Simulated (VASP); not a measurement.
# SbSe2I3Cl6 (P-1) in VASP: single point with r2SCAN

Aim: the single point of SbSe2I3Cl6 with r2SCAN.

Program: VASP 6.6.1. These are calculated values, not measurements. Logs are shortened: lines on timing, memory, paths and dates and some standing lists are left out, and cuts for length are marked.

### 1 The crystal as given

The typed cell holds 12 atoms: a = 7.042 Å, b = 7.128 Å, c = 7.654 Å, α = 87.98°, β = 82.99°, γ = 81.13°.

The cell was built by a generator and needn't be a form met in nature.

### 2 Single point, r2SCAN

The input, POSCAR:

```
SbSe2I3Cl6
1.0
    7.0415860000      0.0000000000      0.0000000000
    1.0991570000      7.0432150000      0.0000000000
    0.9340760000      0.1272760000      7.5954450000
Cl Se Sb I
6 2 1 3
Direct
    0.7129700000      0.6957100000      0.4413700000
    0.2870300000      0.3042900000      0.5586300000
    0.8464800000      0.2263000000      0.4957400000
    0.1535200000      0.7737000000      0.5042600000
    0.0985900000      0.4739100000      0.1988400000
    0.9014100000      0.5260900000      0.8011600000
    0.4922300000      0.2478300000      0.9069100000
    0.5077700000      0.7521700000      0.0930900000
    0.0000000000      0.5000000000      0.5000000000
    0.6614600000      0.2313300000      0.1684200000
    0.3385400000      0.7686700000      0.8315800000
    0.0000000000      0.0000000000      0.0000000000
```

The input, INCAR.step1:

```
SYSTEM = SbSe2I3Cl6
ALGO = Normal
EDIFF = 1E-4
ENCUT = 520
GGA = PE
ISMEAR = -1
LASPH = .TRUE.
LCHARG = .FALSE.
LREAL = .FALSE.
LWAVE = .TRUE.
NBANDS = 52
NELM = 80
PREC = Accurate
SIGMA = 0.0687
```

The input, INCAR.step2:

```
SYSTEM = SbSe2I3Cl6
ALGO = Normal
EDIFF = 1E-7
ENCUT = 520
ISIF = 2
ISMEAR = -1
ISTART = 1
LASPH = .TRUE.
LCHARG = .TRUE.
LELF = .TRUE.
LMIXTAU = .TRUE.
LREAL = .FALSE.
LVHAR = .TRUE.
LWAVE = .FALSE.
METAGGA = R2SCAN
NBANDS = 52
NELM = 80
PREC = Accurate
SIGMA = 0.0687
```

The input, KPOINTS:

```
Automatic mesh
0
Gamma
  3 3 3
  0 0 0.5
```

Potentials or basis: VASP PAW PBE potentials, release 64 (Cl, Se, Sb, I).

The run is started by

```console
$ cat potpaw_PBE.64/Cl/POTCAR potpaw_PBE.64/Se/POTCAR potpaw_PBE.64/Sb/POTCAR potpaw_PBE.64/I/POTCAR > POTCAR
$ cp INCAR.step1 INCAR
$ mpirun -np 1 vasp_std > vasp.out
$ cp INCAR.step2 INCAR
$ mpirun -np 1 vasp_std > vasp.out
```

OUTCAR:

```text
SYSTEM = SbSe2I3Cl6
   EDIFF = 1E-7
   ENCUT = 520
   ISIF = 2
   ISMEAR = -1
   ISTART = 1
   LASPH = .TRUE.
   LREAL = .FALSE.
   METAGGA = R2SCAN
   NELM = 80
   PREC = Accurate

 ion  position               nearest neighbor table
   1  0.713  0.696  0.441-   9 2.35
   2  0.287  0.304  0.559-   9 2.35
   3  0.846  0.226  0.496-   9 2.37  10 2.96
   4  0.154  0.774  0.504-   9 2.37  11 2.96
   5  0.099  0.474  0.199-   9 2.33
   6  0.901  0.526  0.801-   9 2.33
   7  0.492  0.248  0.907-  10 2.44
   8  0.508  0.752  0.093-  11 2.44
   9  0.000  0.500  0.500-   6 2.33   5 2.33   1 2.35   2 2.35   3 2.37   4 2.37
  10  0.661  0.231  0.168-   7 2.44  12 2.87   3 2.96
  11  0.339  0.769  0.832-   8 2.44  12 2.87   4 2.96
  12  0.000  0.000  0.000-  10 2.87  11 2.87

  Warning from LATTYP: Got some problem with cell dimensions!
  Tried to take original basis but could not verify dimensions!
  LATTYP: Found a triclinic cell.
 ALAT       =     7.1284657288
 B/A-ratio  =     1.4412172445
 C/A-ratio  =     0.9878122822
 COS(alpha) =     0.0160683608
 COS(beta)  =     0.1541926470
 COS(gamma) =     0.6675984053

  Lattice vectors:

 A1 = (  -1.0991570000,  -7.0432150000,   0.0000000000)
 A2 = (  -0.1650810000,  -6.9159390000,   7.5954450000)
 A3 = (  -7.0415860000,   0.0000000000,   0.0000000000)

Analysis of symmetry for initial positions (statically):
=====================================================================
 Subroutine PRICEL returns:
 Original cell was already a primitive cell.

 Routine SETGRP: Setting up the symmetry group for a
 triclinic supercell.

 Subroutine GETGRP returns: Found  2 space group operations
 (whereof  2 operations were pure point group operations)
 out of a pool of  2 trial point group operations.

The static configuration has the point symmetry S_2 .

Analysis of symmetry for dynamics (positions and initial velocities):
=====================================================================
 Subroutine PRICEL returns:
 Original cell was already a primitive cell.

 Routine SETGRP: Setting up the symmetry group for a
 triclinic supercell.

 Subroutine GETGRP returns: Found  2 space group operations
 (whereof  2 operations were pure point group operations)
 out of a pool of  2 trial point group operations.

The dynamic configuration has the point symmetry S_2 .

 Subroutine INISYM returns: Found  2 space group operations
 (whereof  2 operations are pure point group operations),
 and found     1 'primitive' translations

----------------------------------------------------------------------------------------

                                     Primitive cell

  volume of cell :     376.6992

  direct lattice vectors                    reciprocal lattice vectors
     7.041586000  0.000000000  0.000000000     0.142013461 -0.022162477 -0.017093220
     1.099157000  7.043215000  0.000000000     0.000000000  0.141980615 -0.002379153
     0.934076000  0.127276000  7.595445000     0.000000000  0.000000000  0.131657855

  length of vectors
     7.041586000  7.128465729  7.653723401     0.144745213  0.142000548  0.131657855

  position of ions in fractional coordinates (direct lattice)
     0.712970000  0.695710000  0.441370000
     0.287030000  0.304290000  0.558630000
     0.846480000  0.226300000  0.495740000
     0.153520000  0.773700000  0.504260000
     0.098590000  0.473910000  0.198840000
     0.901410000  0.526090000  0.801160000
     0.492230000  0.247830000  0.906910000
     0.507770000  0.752170000  0.093090000
     0.000000000  0.500000000  0.500000000
     0.661460000  0.231330000  0.168420000
     0.338540000  0.768670000  0.831580000
     0.000000000  0.000000000  0.000000000

  ion indices of the primitive-cell ions
   primitive index   ion index
                 1           1
                 2           2
                 3           3
                 4           4
                 5           5
                 6           6
                 7           7
                 8           8
                 9           9
                10          10
                11          11
                12          12

----------------------------------------------------------------------------------------

 KPOINTS: Automatic mesh

Automatic generation of k-mesh.
 Grid dimensions read from file:
 generate k-points for:    3    3    3

 Generating k-lattice:

  Cartesian coordinates                     Fractional coordinates (reciprocal lattice)
     0.047337820 -0.007387492 -0.005697740     0.333333333  0.000000000  0.000000000
     0.000000000  0.047326872 -0.000793051     0.000000000  0.333333333 -0.000000000
     0.000000000  0.000000000  0.043885952     0.000000000  0.000000000  0.333333333

  Length of vectors
     0.048248404  0.047333516  0.043885952

  Shift w.r.t. Gamma in fractional coordinates (k-lattice)
     0.000000000  0.000000000  0.500000000

 Subroutine IBZKPT returns following result:
 ===========================================

 Found     14 irreducible k-points:

 Following reciprocal coordinates:
            Coordinates               Weight
  0.000000  0.000000  0.166667      2.000000
  0.333333 -0.000000  0.166667      2.000000
 -0.333333  0.000000  0.166667      2.000000
  0.000000  0.333333  0.166667      2.000000
  0.333333  0.333333  0.166667      2.000000
 -0.333333  0.333333  0.166667      2.000000
  0.000000 -0.333333  0.166667      2.000000
  0.333333 -0.333333  0.166667      2.000000
 -0.333333 -0.333333  0.166667      2.000000
  0.000000  0.000000  0.500000      1.000000
  0.333333 -0.000000  0.500000      2.000000
  0.000000  0.333333  0.500000      2.000000
  0.333333  0.333333  0.500000      2.000000
 -0.333333  0.333333  0.500000      2.000000
   k-points           NKPTS =     14   k-points in BZ     NKDIM =     14   number of bands    NBANDS=     52
   number of dos      NEDOS =    301   number of ions     NIONS =     12
   total plane-waves  NPLWV = 174960
   dimension x,y,z NGX =    54 NGY =   54 NGZ =   60
   dimension x,y,z NGXF=   108 NGYF=  108 NGZF=  120
   ions per type =               6   2   1   3
   NGX,Y,Z   is equivalent  to a cutoff of  12.75, 12.59, 13.03 a.u.
   NGXF,Y,Z  is equivalent  to a cutoff of  25.50, 25.19, 26.07 a.u.
 SYSTEM =  SbSe2I3Cl6
   PREC   = accura    normal or accurate (medium, high low for compatibility)
   ISTART =      1    job   : 0-new  1-cont  2-samecut
   ICHARG =      0    charge: 1-file 2-atom 10-const
   ISPIN  =      1    spin polarized calculation?
   LNONCOLLINEAR =      F non collinear calculations
   LSORBIT =      F    spin-orbit coupling
   LASPH  =      T    aspherical Exc in radial PAW
   ENCUT  =  520.0 eV  38.22 Ry    6.18 a.u.  13.09 13.25 14.23*2*pi/ulx,y,z
   NELM   =     80;   NELMIN=  2; NELMDL=  0     # of ELM steps
   EDIFF  = 0.1E-06   stopping-criterion for ELM
   LREAL  =      F    real-space projection
   EDIFFG = 0.1E-05   stopping-criterion for IOM
   NSW    =      0    number of steps for IOM
   IBRION =     -1    ionic relax: 0-MD 1-quasi-New 2-CG
   NFREE  =      0    steps in history (QN), initial steepest desc. (CG)
   ISIF   =      2    stress and relaxation
   ISYM   =      2    0-nonsym 1-usesym 2-fastsym
   POTIM  = 0.5000    time-step for ionic-motion
   TEBEG  =    0.0;   TEEND  =   0.0 temperature during run
   PSTRESS=    0.0 pullay stress
   NELECT =      80.0000    total number of electrons
   NUPDOWN=      -1.0000    fix difference up-down
   EMIN   =  10.00;   EMAX   =-10.00  energy-range for DOS
   EFERMI =   0.00;   METHOD = LEGACY
   ISMEAR =    -1;   SIGMA  =   0.07  broadening in eV -4-tet -1-fermi 0-gaus
   EFERMI_NEDOS =   21; number of points for ismear=-14 and -15
   IALGO  =     38    algorithm
   IMIX   =      4    mixing-type and parameters
     AMIX     =   0.40;   BMIX     =  1.00
     AMIX_MAG =   1.60;   BMIX_MAG =  1.00
  volume/ion in A,a.u.               =      31.39       211.84
  Fermi-wavevector in a.u.,A,eV,Ry     =   0.976727  1.845747 12.979903  0.953996
  Thomas-Fermi vector in A             =   2.107369
   LORBIT       =      0    0 simple, 1 ext, 2 COOP (PROOUT), +10 PAW based schemes
   METAGGA = R2SCAN    functional components
   LHFCALC =     F    Hartree Fock is set to
   AEXX    =    0.0000 exact exchange contribution
   IVDW    =     0    specifies the selected vdW correction
   LEPSILON=     F    determine dielectric tensor
   LRPA    =     F    only Hartree local field effects (RPA)
 non-spin polarized calculation
  energy-cutoff  :      520.00
  volume of cell :      376.70
 maximum number of plane-waves:     10166
 NGX is ok and might be reduce to    54
   NGX = 27   NGY = 27   NGZ = 29

 number of electron      79.9999998 magnetization

 Free energy of the ion-electron system (eV)
  ---------------------------------------------------
  ext. energy  EPLUGINS =         0.00000000
  ---------------------------------------------------
  free energy    TOTEN  =      -167.32241186 eV

  energy without entropy =     -167.14466609  energy(sigma->0) =     -167.23353897

 E-fermi :   1.7324     XC(G=0):  -8.5480

 val. band max:        1.7231353051   @ k =  -0.3333   0.3333   0.5000
 cond. band min:       1.7577445884   @ k =   0.3333  -0.3333   0.1667
 fundamental gap:      0.0346092833
 Fermi energy:         1.7324345210

 k-point     1 :       0.0000    0.0000    0.1667
  band No.  band energies     occupation
      1     -15.3241      2.00000
      2     -14.0284      2.00000
      3     -13.9063      2.00000
      4     -13.8879      2.00000
      5     -13.5134      2.00000
      6     -13.3709      2.00000
[... 44 lines left out ...]
     51       9.1538      0.00000
     52       9.3255      0.00000

 k-point     2 :       0.3333   -0.0000    0.1667
  band No.  band energies     occupation
      1     -15.3001      2.00000
      2     -14.0488      2.00000
      3     -13.9134      2.00000
      4     -13.8836      2.00000
      5     -13.5672      2.00000
      6     -13.3793      2.00000
[... 44 lines left out ...]
     51       8.9548      0.00000
     52       9.2286      0.00000

 k-point     3 :      -0.3333    0.0000    0.1667
  band No.  band energies     occupation
      1     -15.3002      2.00000
      2     -14.0385      2.00000
      3     -13.9189      2.00000
      4     -13.8926      2.00000
      5     -13.5636      2.00000
      6     -13.3678      2.00000
[... 44 lines left out ...]
     51       9.0023      0.00000
     52       9.2876      0.00000
[... 496 lines left out ...]
 k-point    13 :       0.3333    0.3333    0.5000
  band No.  band energies     occupation
      1     -15.2612      2.00000
      2     -14.0776      2.00000
      3     -13.9601      2.00000
      4     -13.9155      2.00000
      5     -13.5616      2.00000
      6     -13.3443      2.00000
[... 44 lines left out ...]
     51       9.0931      0.00000
     52       9.3734      0.00000

 k-point    14 :      -0.3333    0.3333    0.5000
  band No.  band energies     occupation
      1     -15.2602      2.00000
      2     -14.0804      2.00000
      3     -13.9578      2.00000
      4     -13.9207      2.00000
      5     -13.5447      2.00000
      6     -13.3398      2.00000
[... 44 lines left out ...]
     51       8.9805      0.00000
     52       9.1687      0.00000

------------------------ aborting loop because EDIFF is reached ----------------------------------------

  FORCE on cell =-STRESS in cart. coord.  units (eV):
  Direction    XX          YY          ZZ          XY          YZ          ZX
  --------------------------------------------------------------------------------------
  -------------------------------------------------------------------------------------
  Total        7.2096961      4.3244998      6.7820013     -1.0079036      1.6686723      1.1648301
  in kB       30.6642878     18.3929675     28.8452158     -4.2868167      7.0971990      4.9542567
  external PRESSURE =      25.9674904 kB  Pullay stress =       0.0000000 kB

 VOLUME and BASIS-vectors are now :
 -----------------------------------------------------------------------------
  energy-cutoff  :      520.00
  volume of cell :      376.70
      direct lattice vectors                 reciprocal lattice vectors
     7.041586000  0.000000000  0.000000000     0.142013461 -0.022162477 -0.017093220
     1.099157000  7.043215000  0.000000000     0.000000000  0.141980615 -0.002379153
     0.934076000  0.127276000  7.595445000     0.000000000  0.000000000  0.131657855

 POSITION                                       TOTAL-FORCE (eV/Angst)
 -----------------------------------------------------------------------------------
      6.19741      4.95621      3.35240        -0.526133      0.413499     -0.049336
      2.87741      2.21428      4.24304         0.526133     -0.413499      0.049336
      6.67236      1.65698      3.76537        -0.060955     -0.444090      0.383712
      2.40246      5.51352      3.83008         0.060955      0.444090     -0.383712
      1.40086      3.36316      1.51028         0.110689     -0.084927     -0.498864
      7.67396      3.80733      6.08517        -0.110689      0.084927      0.498864
      4.58561      1.86095      6.88839        -0.316277     -0.013142     -0.050854
      4.48921      5.30954      0.70706         0.316277      0.013142      0.050854
      1.01662      3.58525      3.79772         0.000000      0.000000      0.000000
      5.06931      1.65074      1.27922        -0.570181      0.480925     -0.417552
      4.00551      5.51975      6.31622         0.570181     -0.480925      0.417552
      0.00000      0.00000      0.00000         0.000000     -0.000000      0.000000
 -----------------------------------------------------------------------------------
    total drift:                                0.000000      0.000000     -0.000000

  FREE ENERGIE OF THE ION-ELECTRON SYSTEM (eV)
  ---------------------------------------------------
  free  energy   TOTEN  =      -167.3224118569 eV

  energy  without entropy=     -167.1446660854  energy(sigma->0) =     -167.23353897
```

Run time: 8.5 min. Hardware: 1 thread of Intel Xeon 6975P-C (Granite Rapids), shared host; peak memory 0.62 GiB.

What came out:

* Free energy: -167.3224 eV
* Pressure: 2.6 GPa
* Largest force: 0.855 eV/Å
* Band gap on the k mesh: none (metal or under the smearing width)

Forces in eV/Å, atoms in the order of the input:
```
Cl  -0.526  0.413 -0.049
Cl   0.526 -0.413  0.049
Cl  -0.061 -0.444  0.384
Cl   0.061  0.444 -0.384
Cl   0.111 -0.085 -0.499
Cl  -0.111  0.085  0.499
Se  -0.316 -0.013 -0.051
Se   0.316  0.013  0.051
Sb   0.000  0.000  0.000
I   -0.570  0.481 -0.418
I    0.570 -0.481  0.418
I    0.000  0.000  0.000
```

Stress tensor (GPa, compression positive):
```
 3.07 -0.43  0.50
-0.43  1.84  0.71
 0.50  0.71  2.88
```

Levels at points of the mesh, in eV from the Fermi level:
```
           k point  band 38  band 39  band 40  band 41  band 42  band 43
(0.00, 0.00, 0.50)    -0.18    -0.08    -0.02     0.08     1.49     1.65
```

Caveat: the PAW data sets were made with another functional, which shifts forces and pressure a little.
